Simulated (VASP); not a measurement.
OSZICAR of a VASP run on Si (space group Fd-3m):

**OSZICAR**
```
       N       E                     dE             d eps       ncg     rms          rms(c)
DAV:   1     0.415791603746E+01    0.41579E+01   -0.26968E+03   464   0.612E+02
DAV:   2    -0.119558246453E+02   -0.16114E+02   -0.15122E+02   760   0.744E+01
DAV:   3    -0.121657139209E+02   -0.20989E+00   -0.20989E+00   584   0.109E+01
DAV:   4    -0.121664778609E+02   -0.76394E-03   -0.76394E-03   760   0.689E-01
DAV:   5    -0.121664789847E+02   -0.11238E-05   -0.11238E-05   592   0.192E-02    0.495E+00
DAV:   6    -0.119902327139E+02    0.17625E+00   -0.11811E-01   552   0.171E+00    0.297E+00
DAV:   7    -0.119092631379E+02    0.80970E-01   -0.20976E-01   552   0.233E+00    0.227E-01
DAV:   8    -0.119093102446E+02   -0.47107E-04   -0.61687E-03   488   0.586E-01    0.663E-02
DAV:   9    -0.119092923364E+02    0.17908E-04   -0.20571E-04   696   0.965E-02    0.587E-02
DAV:  10    -0.119092970591E+02   -0.47227E-05   -0.10252E-05   552   0.236E-02    0.332E-02
DAV:  11    -0.119092970196E+02    0.39487E-07   -0.62615E-07   464   0.563E-03
   1 F= -.11909297E+02 E0= -.11909297E+02  d E =-.119093E+02
       N       E                     dE             d eps       ncg     rms          rms(c)
DAV:   1    -0.119219978080E+02   -0.12701E-01   -0.33177E-01   544   0.330E+00    0.537E-01
DAV:   2    -0.119154042364E+02    0.65936E-02   -0.65787E-03   576   0.542E-01    0.334E-01
DAV:   3    -0.119123504564E+02    0.30538E-02   -0.73971E-03   536   0.433E-01    0.860E-02
DAV:   4    -0.119123417626E+02    0.86938E-05   -0.73588E-05   616   0.774E-02    0.742E-02
DAV:   5    -0.119123238912E+02    0.17871E-04   -0.45058E-06   504   0.165E-02    0.684E-03
DAV:   6    -0.119123238652E+02    0.25956E-07   -0.12262E-07   320   0.309E-03
   2 F= -.11912324E+02 E0= -.11912324E+02  d E =-.302685E-02
       N       E                     dE             d eps       ncg     rms          rms(c)
DAV:   1    -0.119168655208E+02   -0.45416E-02   -0.54441E-02   544   0.133E+00    0.216E-01
DAV:   2    -0.119157752573E+02    0.10903E-02   -0.10924E-03   576   0.222E-01    0.137E-01
DAV:   3    -0.119152668849E+02    0.50837E-03   -0.12362E-03   536   0.176E-01    0.336E-02
DAV:   4    -0.119152654578E+02    0.14271E-05   -0.12276E-05   592   0.314E-02    0.287E-02
DAV:   5    -0.119152626706E+02    0.27872E-05   -0.67850E-07   320   0.656E-03    0.251E-03
DAV:   6    -0.119152626685E+02    0.21104E-08   -0.35600E-08   232   0.179E-03
   3 F= -.11915263E+02 E0= -.11915263E+02  d E =-.596565E-02
```

Task: Which electronic solver shows in the log?

Result: It is blocked Davidson (ALGO = Normal, or the opening steps of other solvers). The INCAR had ALGO = Normal.

Task: Can the final energy be trusted as converged?

Result: Self-consistency was reached. It stopped with EDIFF = 1E-6, NELM = 100, NSW = 60 and EDIFFG = -0.01 after 3 ionic steps (LDA (Ceperley-Alder, Perdew-Zunger), plane waves, VASP's LDA PAW potentials (set 64)). Energy and stress use the plane-wave basis of the starting cell.

The structure comes from a computed database's Si entry (Fd-3m); how it stands against other phases isn't given here. This run relaxes it. Symmetry was kept, so distortions that lower it aren't found.
